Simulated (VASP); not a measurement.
Level of theory: revPBE GGA, VASP's PBE PAW potentials (set 64) (plane waves; VASP).

VASP input:

**INCAR**
```
LWAVE=.False.
LASPH=.True.   ! aspherical one-centre terms
LMAXMIX=6
SYSTEM=HfN
ISIF=2   ! forces and stress, cell fixed
GGA=RE
EDIFF=1E-7
ISMEAR=-5   ! tetrahedra, Bloechl
NEDOS=601   ! DOS grid
LREAL=.False.
ALGO=Normal
NELM=100   ! most electronic steps
ENCUT=520   ! plane-wave cut-off (eV)
LCHARG=.True.
PREC=Accurate
LORBIT=11
```

POSCAR:
```
HfN
3.2194940
  0.0000000000   0.7071066751   0.7071066751
  0.7071066751   0.0000000000   0.7071066751
  0.7071066751   0.7071066751   0.0000000000
Hf N
1 1
Cart
  0.0000000000   0.0000000000   0.0000000000
  0.7071066751   0.7071066751   0.7071066751
```

**KPOINTS**
```
Automatic
0
G
  15 15 15
0 0 0
```

POTCAR, in this order: Hf_pv N (PBE.64 set). Program: vasp_std.

The run wrote:

**OUTCAR**
```
 ion  position               nearest neighbor table
   1  0.000  0.000  0.000-   2 2.28   2 2.28   2 2.28   2 2.28   2 2.28   2 2.28
   2  0.500  0.500  0.500-   1 2.28   1 2.28   1 2.28   1 2.28   1 2.28   1 2.28
  LATTYP: Found a face centered cubic cell.
 ALAT       =     4.5530513960
 Subroutine PRICEL returns:
 Original cell was already a primitive cell.
 Subroutine GETGRP returns: Found 48 space group operations
The static configuration has the point symmetry O_h .
The dynamic configuration has the point symmetry O_h .
 Subroutine INISYM returns: Found 48 space group operations
 Subroutine IBZKPT returns following result:
 Found    120 irreducible k-points:

 Following reciprocal coordinates:
            Coordinates               Weight
  0.000000  0.000000  0.000000      1.000000
  0.066667  0.000000  0.000000      8.000000
  0.133333  0.000000  0.000000      8.000000
  0.200000  0.000000  0.000000      8.000000
  0.266667  0.000000  0.000000      8.000000
  0.333333  0.000000  0.000000      8.000000
  0.400000  0.000000  0.000000      8.000000
  0.466667  0.000000  0.000000      8.000000
  0.066667  0.066667  0.000000      6.000000
...
```

**OSZICAR**
```
       N       E                     dE             d eps       ncg     rms          rms(c)
DAV:   1     0.384338695624E+02    0.38434E+02   -0.82087E+03  2648   0.128E+03
DAV:   2    -0.217012414952E+02   -0.60135E+02   -0.56674E+02  3531   0.249E+02
DAV:   3    -0.239016255809E+02   -0.22004E+01   -0.21681E+01  3425   0.413E+01
DAV:   4    -0.239202969483E+02   -0.18671E-01   -0.18628E-01  3137   0.374E+00
DAV:   5    -0.239206026445E+02   -0.30570E-03   -0.30396E-03  3400   0.360E-01    0.469E+01
DAV:   6    -0.210241616960E+02    0.28964E+01   -0.15424E+01  3075   0.278E+01    0.395E+01
DAV:   7    -0.209682336426E+02    0.55928E-01   -0.67203E-01  3015   0.755E+00    0.258E+01
DAV:   8    -0.209585938537E+02    0.96398E-02   -0.14659E-01  3076   0.358E+00    0.622E+00
DAV:   9    -0.209471976398E+02    0.11396E-01   -0.64978E-02  3099   0.178E+00    0.148E+00
DAV:  10    -0.209467829952E+02    0.41464E-03   -0.23614E-03  3053   0.456E-01    0.316E-01
DAV:  11    -0.209467907780E+02   -0.77828E-05   -0.22032E-04  3366   0.135E-01    0.597E-02
DAV:  12    -0.209467886838E+02    0.20942E-05   -0.17181E-05  3211   0.379E-02    0.341E-02
DAV:  13    -0.209467882626E+02    0.42122E-06   -0.69960E-07  3102   0.909E-03    0.103E-03
DAV:  14    -0.209467883194E+02   -0.56823E-07   -0.70921E-09  1614   0.971E-04
   1 F= -.20946788E+02 E0= -.20946788E+02  d E =0.000000E+00
```

OUTCAR:
```
------------------------ aborting loop because EDIFF is reached ----------------------------------------
  FORCE on cell =-STRESS in cart. coord.  units (eV):
  Direction    XX          YY          ZZ          XY          YZ          ZX
  --------------------------------------------------------------------------------------
  Total       -0.0037550     -0.0037550     -0.0037550      0.0000000     -0.0000000     -0.0000000
  in kB       -0.2549603     -0.2549603     -0.2549603      0.0000000     -0.0000000     -0.0000000
  external PRESSURE =      -0.2549603 kB  Pullay stress =       0.0000000 kB
  volume of cell :       23.60
      direct lattice vectors                 reciprocal lattice vectors
     0.000000000  2.276525698  2.276525698    -0.219632926  0.219632926  0.219632926
     2.276525698  0.000000000  2.276525698     0.219632926 -0.219632926  0.219632926
     2.276525698  2.276525698  0.000000000     0.219632926  0.219632926 -0.219632926
 POSITION                                       TOTAL-FORCE (eV/Angst)
 -----------------------------------------------------------------------------------
      0.00000      0.00000      0.00000        -0.000000     -0.000000     -0.000000
      2.27653      2.27653      2.27653         0.000000      0.000000      0.000000
 -----------------------------------------------------------------------------------
    total drift:                                0.000000     -0.000000     -0.000000
  FREE ENERGIE OF THE ION-ELECTRON SYSTEM (eV)
  ---------------------------------------------------
  free  energy   TOTEN  =       -20.9467883194 eV

  energy  without entropy=      -20.9467883194  energy(sigma->0) =      -20.94678832

 total charge

# of ion       s       p       d       tot
------------------------------------------
    1        0.285   6.538   1.718   8.541
    2        1.237   2.496   0.000   3.733
--------------------------------------------------
tot          1.522   9.034   1.718  12.275
```
(Selected blocks of OUTCAR.)

For a metal the tetrahedron method with Blöchl corrections gives inexact stress and forces.

The compound is HfN in the rock salt structure. It was relaxed first. The electron count is odd and the run is not spin-polarised, which forces a metal.
